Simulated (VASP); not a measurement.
VASP ran on this input.

### POSCAR
```
Ca2H3Br
1
    3.8940588766     0.0000000000     0.0000000000
   -1.9470294383     3.3723537230    -0.0000000000
   -0.0000000000     0.0000000000     6.8376562095
Ca H Br
2 3 1
Direct
  0.6666670000   0.3333330000   0.1855705559
  0.3333330000   0.6666670000   0.8144294441
  0.6666670000   0.3333330000   0.8504509859
  0.3333330000   0.6666670000   0.1495490141
  0.0000000000   0.0000000000   0.0000000000
  0.0000000000   0.0000000000   0.5000000000
```

**KPOINTS**
```
K-points
0
Gamma
  6 6 3
0 0 0
```

INCAR:
```
LWAVE = .False.
ENCUT = 400
NELM = 100   # most electronic steps
SIGMA = 0.05
LMIXTAU = .True.
LASPH = .True.
METAGGA = R2SCAN
LCHARG = .False.
ISMEAR = 0   # Gaussian
LMAXMIX = 4   # l cut-off of mixed one-centre charges
EDIFFG = -0.02   # ionic stop
ALGO = Normal   # blocked Davidson
ISIF = 3   # ions, shape and volume
IBRION = 2
LREAL = .False.   # projection in real space or not
SYSTEM = Ca2H3Br
NSW = 60
EDIFF = 1E-6
PREC = Accurate
```

POTCAR, in this order: Ca_sv H Br (PBE.64 set). Program: vasp_std.

**Question.** Translate this r2SCAN calculation to Ansatz.

**Answer.** One equivalent input (not run):
Ansatz 0.2 input:
```yaml
crystal:
  lattice:
    - [3.8940589, 0.0000000, 0.0000000]
    - [-1.9470294, 3.3723537, 0.0000000]
    - [0.0000000, 0.0000000, 6.8376562]
  atoms:
    - { symbol: Ca, position: [0.6666670, 0.3333330, 0.1855706] }
    - { symbol: Ca, position: [0.3333330, 0.6666670, 0.8144294] }
    - { symbol: H, position: [0.6666670, 0.3333330, 0.8504510] }
    - { symbol: H, position: [0.3333330, 0.6666670, 0.1495490] }
    - { symbol: H, position: [0.0000000, 0.0000000, 0.0000000] }
    - { symbol: Br, position: [0.0000000, 0.0000000, 0.5000000] }
kpoints:
  mp_grid: { grid: [6, 6, 3] }
hamiltonian:
  xc: r2scan
  pseudopotentials: { kind: paw }
scf:
  occupations: { method: gaussian, width: 0.05 }
  max_iter: 100
relax:
  max_steps: 60
  f_tol: 0.02
  cell: {}
output: { forces: true, stress: true, eigenvalues: true }
```
Limits of the translation: each code has its own PAW files, so the cut-off isn't converted (ENCUT is set for VASP's; basis.ecutwfc is left out, and Ansatz then takes the one that its files recommend); Ansatz stops its SCF on the density residual and VASP on the energy change (EDIFF).

The structure comes from a computed database's Ca2H3Br entry (P-3m1); how it stands against other phases isn't given here. It was relaxed first. The start is the result of an earlier pass.
